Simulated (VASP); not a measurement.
Method: PBEsol GGA, VASP's PBE PAW potentials (set 64) (plane waves; VASP).

Input for VASP

### KPOINTS
```
Regular mesh
0
gamma
12 12 12
0 0 0
```

POSCAR:
```
LuZn
3.4910
  1.0000000000   0.0000000000   0.0000000000
  0.0000000000   1.0000000000   0.0000000000
  0.0000000000   0.0000000000   1.0000000000
Lu Zn
1 1
direct
  0.0000000000   0.0000000000   0.0000000000
  0.5000000000   0.5000000000   0.5000000000
```

### INCAR
```
# general
SYSTEM  = LuZn
PREC    = Accurate
ENCUT   = 300
LREAL   = .False.
LASPH   = .True.

# electronic loop
EDIFF   = 1E-6
NELM    = 100
ALGO    = Normal
LMAXMIX = 6

# smearing
ISMEAR  = 0
SIGMA   = 0.1

# functional
GGA     = PS

# ions
ISIF    = 2

# output
LWAVE   = .False.
LCHARG  = .False.
```

POTCAR, in this order: Lu_3 Zn (PBE.64 set). Program: vasp_std.

Output of the run:

OSZICAR:
```
       N       E                     dE             d eps       ncg     rms          rms(c)
DAV:   1     0.498243182638E+02    0.49824E+02   -0.78499E+03  3616   0.135E+03
DAV:   2    -0.617882860425E+01   -0.56003E+02   -0.55221E+02  3918   0.463E+02
DAV:   3    -0.738310135743E+01   -0.12043E+01   -0.12023E+01  3206   0.439E+01
DAV:   4    -0.741017454502E+01   -0.27073E-01   -0.27053E-01  3364   0.461E+00
DAV:   5    -0.741046442376E+01   -0.28988E-03   -0.28987E-03  3316   0.571E-01    0.226E+01
DAV:   6    -0.718247791635E+01    0.22799E+00   -0.16266E+00  3222   0.244E+01    0.129E+01
DAV:   7    -0.717049183390E+01    0.11986E-01   -0.33773E-01  3936   0.109E+01    0.407E+00
DAV:   8    -0.715675925588E+01    0.13733E-01   -0.72048E-02  3752   0.458E+00    0.243E-01
DAV:   9    -0.715669618483E+01    0.63071E-04   -0.49590E-03  4106   0.842E-01    0.166E-01
DAV:  10    -0.715665420749E+01    0.41977E-04   -0.31004E-04  3626   0.241E-01    0.750E-02
DAV:  11    -0.715664436160E+01    0.98459E-05   -0.81897E-05  4016   0.116E-01    0.391E-02
DAV:  12    -0.715664365595E+01    0.70565E-06   -0.40732E-06  2440   0.253E-02
   1 F= -.71566437E+01 E0= -.71519560E+01  d E =-.937539E-02
```

File OUTCAR:
```
------------------------ aborting loop because EDIFF is reached ----------------------------------------
  FORCE on cell =-STRESS in cart. coord.  units (eV):
  Direction    XX          YY          ZZ          XY          YZ          ZX
  --------------------------------------------------------------------------------------
  Total       -0.9240960     -0.9240960     -0.9240960      0.0000000     -0.0000000      0.0000000
  in kB      -34.7999102    -34.7999102    -34.7999102      0.0000000     -0.0000000      0.0000000
  external PRESSURE =     -34.7999102 kB  Pullay stress =       0.0000000 kB
  volume of cell :       42.55
      direct lattice vectors                 reciprocal lattice vectors
     3.491000000  0.000000000  0.000000000     0.286450874  0.000000000  0.000000000
     0.000000000  3.491000000  0.000000000     0.000000000  0.286450874  0.000000000
     0.000000000  0.000000000  3.491000000     0.000000000  0.000000000  0.286450874
 POSITION                                       TOTAL-FORCE (eV/Angst)
 -----------------------------------------------------------------------------------
      0.00000      0.00000      0.00000         0.000000      0.000000      0.000000
      1.74550      1.74550      1.74550         0.000000      0.000000      0.000000
 -----------------------------------------------------------------------------------
    total drift:                               -0.000000      0.000000      0.000000
  FREE ENERGIE OF THE ION-ELECTRON SYSTEM (eV)
  ---------------------------------------------------
  free  energy   TOTEN  =        -7.1566436560 eV

  energy  without entropy=       -7.1472682689  energy(sigma->0) =       -7.15195596
```
(Selected blocks of OUTCAR.)

At this cut-off the stress carries a Pulay error, which pulls relaxed volumes low.

The structure comes from a measured LuZn entry (Pm-3m) of the Crystallography Open Database, whose conditions weren't checked. The cell was not relaxed at this level. The electron count is odd and the run is not spin-polarised, which forces a metal.
